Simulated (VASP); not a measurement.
A VASP calculation is set up with these files.

File POSCAR:
```
Sb
1
    3.9573420000    -2.1550000000     0.0000000000
    3.9573420000     2.1550000000     0.0000000000
    2.7838200000     0.0000000000     3.5432930000
Sb
2
Direct
  0.2335000000   0.2335000000   0.2335000000
  0.7665000000   0.7665000000   0.7665000000
```

INCAR:
```
ISMEAR=1   ! Methfessel-Paxton
SIGMA=0.1   ! width (eV)
IVDW=13
IBRION=2   ! conjugate gradients
GGA=PE   ! PBE
LMAXMIX=4   ! l cut-off of mixed one-centre charges
LASPH=.TRUE.   ! aspherical one-centre terms
EDIFFG=-0.01
LCHARG=.FALSE.
PREC=Accurate
ENCUT=520
NSW=60
SYSTEM=Sb
NELM=100   ! most electronic steps
EDIFF=1E-6
ISIF=3   ! ions, shape and volume
LWAVE=.FALSE.
ALGO=Normal
LREAL=.FALSE.
```

File KPOINTS:
```
Automatic mesh
0
Gamma
9 9 9
0 0 0
```

POTCAR, in this order: Sb (PBE.64 set). Program: vasp_std.

Problem. Write an equivalent input for Ansatz.

Solution. One equivalent input (not run):
Ansatz 0.2 input:
```yaml
crystal:
  lattice:
    - [3.9573420, -2.1550000, 0.0000000]
    - [3.9573420, 2.1550000, 0.0000000]
    - [2.7838200, 0.0000000, 3.5432930]
  atoms:
    - { symbol: Sb, position: [0.2335000, 0.2335000, 0.2335000] }
    - { symbol: Sb, position: [0.7665000, 0.7665000, 0.7665000] }
kpoints:
  mp_grid: { grid: [9, 9, 9] }
hamiltonian:
  xc: pbe
  dispersion: d4
  pseudopotentials: { kind: paw }
scf:
  occupations: { method: methfessel_paxton, width: 0.1 }
  max_iter: 100
relax:
  max_steps: 60
  f_tol: 0.01
  cell: {}
output: { forces: true, stress: true, eigenvalues: true }
```
Limits of the translation: each code has its own PAW files, so the cut-off isn't converted (ENCUT is set for VASP's; basis.ecutwfc is left out, and Ansatz then takes the one that its files recommend); Ansatz stops its SCF on the density residual and VASP on the energy change (EDIFF).

The compound is Sb in the a7 structure. This run relaxes it. Symmetry was kept, so distortions that lower it aren't found.
